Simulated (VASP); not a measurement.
VASP 6.6.1 run: NiSe₂

INCAR

```
LWAVE = .FALSE.
NBANDS = 18
EDIFF = 1E-7
LREAL = .FALSE.
GGA = PS
IBRION = 2
PREC = Accurate
NELECT = 21.9
ISMEAR = 1
SIGMA = 0.3
LASPH = .TRUE.
EDIFFG = -5E-3
NELM = 65
NSW = 40
ENCUT = 600
ISIF = 3
LCHARG = .FALSE.
```

KPOINTS

```
KPOINTS created by Atomic Simulation Environment
0
Gamma
6 6 6
0 0 0
```

POSCAR

```
Ni Se
 1.0000000000000000
     0.0000000000000000    3.0173250655852599    3.0173250655852599
     3.0173250655852599    0.0000000000000000    3.0173250655852599
     3.0173250655852599    3.0173250655852599    0.0000000000000000
 Ni  Se
   1   2
Cartesian
 -0.0000000000000000  0.0000000000000000 -0.0000000000000000
  1.5086625327926300  1.5086625327926300  1.5086625327926300
  4.5259875983778910  4.5259875983778910  4.5259875983778910
```

The recommended PBE PAW datasets give the neutral cell 22 valence electrons.

Command

```
mpirun -np 1 vasp_std
```

Q: Predict the outcome of this run.

A: It converged. Results: relaxed cell vector lengths 4.147, 4.147, 4.147 Å; relaxed cell volume 50.43 Å³.

OSZICAR

```
N       E                     dE             d eps       ncg     rms          rms(c)
DAV:   1     0.133742120999E+03    0.13374E+03   -0.10038E+04   576   0.128E+03
DAV:   2    -0.295442682746E+01   -0.13670E+03   -0.13012E+03   608   0.262E+02
DAV:   3    -0.153916462955E+02   -0.12437E+02   -0.12055E+02   708   0.839E+01
DAV:   4    -0.157080875378E+02   -0.31644E+00   -0.31400E+00   654   0.127E+01
DAV:   5    -0.157127035258E+02   -0.46160E-02   -0.46153E-02   798   0.167E+00    0.148E+01
DAV:   6    -0.237608045955E+02   -0.80481E+01   -0.54036E+01   622   0.129E+02    0.289E+01
DAV:   7    -0.150256796297E+02    0.87351E+01   -0.11840E+01   672   0.754E+01    0.768E+00
DAV:   8    -0.144237395704E+02    0.60194E+00   -0.38444E+00   704   0.308E+01    0.303E+00
DAV:   9    -0.144182357030E+02    0.55039E-02   -0.58897E-01   654   0.843E+00    0.824E-01
DAV:  10    -0.144154791433E+02    0.27566E-02   -0.12289E-02   794   0.129E+00    0.538E-01
...
   5 F= -.14542591E+02 E0= -.14534582E+02  d E =-.959199E-05
       N       E                     dE             d eps       ncg     rms          rms(c)
DAV:   1    -0.145429256284E+02   -0.33444E-03   -0.34539E-03   606   0.829E-01    0.184E-01
DAV:   2    -0.145446143714E+02   -0.16887E-02   -0.12844E-02   616   0.184E+00    0.437E-01
DAV:   3    -0.145426282903E+02    0.19861E-02   -0.72693E-03   610   0.142E+00    0.325E-02
DAV:   4    -0.145426110944E+02    0.17196E-04   -0.11275E-04   602   0.728E-02    0.114E-02
DAV:   5    -0.145426101326E+02    0.96175E-06   -0.37623E-06   782   0.266E-02    0.440E-03
DAV:   6    -0.145426100283E+02    0.10435E-06   -0.65102E-07   648   0.613E-03    0.114E-03
DAV:   7    -0.145426100084E+02    0.19844E-07   -0.55814E-08   300   0.243E-03
   6 F= -.14542610E+02 E0= -.14534603E+02  d E =-.283827E-04
```

Standard output (part)

```
POSCAR found type information on POSCAR NiSe
 POSCAR found :  2 types and       3 ions
 LDA part: xc-table for (Slater+PW92), standard interpolation
 POSCAR, INCAR and KPOINTS ok, starting setup
 WAVECAR not read
 entering main loop
 the old and the new charge density differ
    0.148E+01
 curvature:   0.00 expect dE= 0.000E+00 dE for cont linesearch  0.000E+00
 search vector abs. value=  0.409E+00
 bond charge predicted
 trial-energy change:   -0.061124  1 .order   -0.035689   -0.409372    0.337994
 bond charge predicted
 curvature:  -0.27 expect dE=-0.451E-05 dE for cont linesearch -0.451E-05
 ZBRENT: interpolating
 opt :   0.6088  next Energy=   -14.542609 (dE=-0.129E+00)
 bond charge predicted
 curvature:  -0.24 expect dE=-0.289E-04 dE for cont linesearch -0.289E-04
 ZBRENT: accuracy reached
 search vector abs. value=  0.119E-03
 bond charge predicted
 bond charge predicted
 curvature:  -0.26 expect dE=-0.101E-06 dE for cont linesearch -0.101E-06
 trial: gam=-0.05358 g(F)=  0.162E-47 g(S)=  0.385E-06 ort = 0.678E-05 (trialstep = 0.837E+00)
 search vector abs. value=  0.134E-08
 reached required accuracy - stopping structural energy minimisation
```

```csv
ionic step,ΔE (meV/atom),volume (Å³),largest force (eV/Å),pressure (GPa),electronic steps
1,0.0,54.94,0.000,-8.49,16
2,-20.4,47.58,0.000,8.10,11
3,-43.1,50.46,0.000,-0.06,11
4,-43.1,50.37,0.000,0.16,7
5,-43.1,50.48,0.000,-0.12,7
6,-43.1,50.43,0.000,0.01,7
```

The cell is charged and sits in a uniform background.

For comparison, a separate PBEsol relaxation on usual settings, not on those above, ends at 52.33 Å³.
